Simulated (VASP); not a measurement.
HoTe$_{2}$ (space group P4/nmm): computed properties

Level of theory: PBEsol GGA, VASP's PBE PAW potentials (set 64) (plane waves; VASP).

```json
{
  "space_group": "P4/nmm (129)",
  "cell": "a = b = 4.3657 Å, c = 8.7032 Å, α = β = γ = 90.00°",
  "volume_per_atom": "27.65 Å^3/atom",
  "band gap (over mesh and band path)": "none (metal, semimetal or under 0.01 eV)",
  "band_gap_with_spin_orbit_coupling": "none (metallic)",
  "density": "8.41 g/cm³"
}
```

```
HoTe2
1.0
    4.36571     0.00000     0.00000
    0.00000     4.36571     0.00000
    0.00000     0.00000     8.70316
Ho Te
2 4
Direct
  0.00000   0.50000   0.72962
  0.50000   0.00000   0.27038
  0.00000   0.50000   0.37176
  0.50000   0.00000   0.62824
  0.00000   0.00000   0.00000
  0.50000   0.50000   0.00000
```

The 4f electrons are frozen in the core of the lanthanide potential, so 4f levels, which can set the real gap, and their magnetism are missing. Unless said otherwise, spin-orbit coupling is left out, though it shifts the bands of the heavy elements here.

The structure comes from a computed database's HoTe2 entry (P4/nmm); how it stands against other phases isn't given here. It was relaxed first. Symmetry was kept, so distortions that lower it aren't found.
